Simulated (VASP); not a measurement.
Consider the following.

```
Ca
1.0
    0.00000     2.46549     2.46549
    2.46549     0.00000     2.46549
    2.46549     2.46549     0.00000
Ca
1
Direct
  0.00000   0.00000   0.00000
```

Computed with PBE GGA, VASP's PBE PAW potentials (set 64) (plane waves; VASP). Numerical set-up: 500 eV cut-off, 9×9×9 Γ-centred mesh, Gaussian smearing of 0.050 eV, potentials Ca_sv.

Energy and stress use the plane-wave basis of the starting cell.

The ions, cell shape and volume at an external pressure of 20.0 GPa are relaxed. Which structure does the run end with?

```
Ca
1.0
    0.00000     2.32664     2.32664
    2.32664     0.00000     2.32664
    2.32664     2.32664     0.00000
Ca
1
Cartesian
  0.00000   0.00000   0.00000
```
Space group Fm-3m (225), at a tolerance of 0.03 Å.

How do energy and volume change from the first to the last step?

The energy (σ→0) changes by +435.9 meV/atom and the volume by -16.0 %, in 3 ionic steps.

```tsv
step	E(σ→0) (eV)	max force (eV/Å)	pressure (GPa)	volume (Å³)
1	-1.6255	0.000	10.05	29.97
2	-0.8061	0.000	27.79	22.60
3	-1.1896	0.000	20.00	25.19
```

The compound is Ca in the fcc structure. This run relaxes it under an external pressure of 20 GPa. Symmetry was kept, so distortions that lower it aren't found.
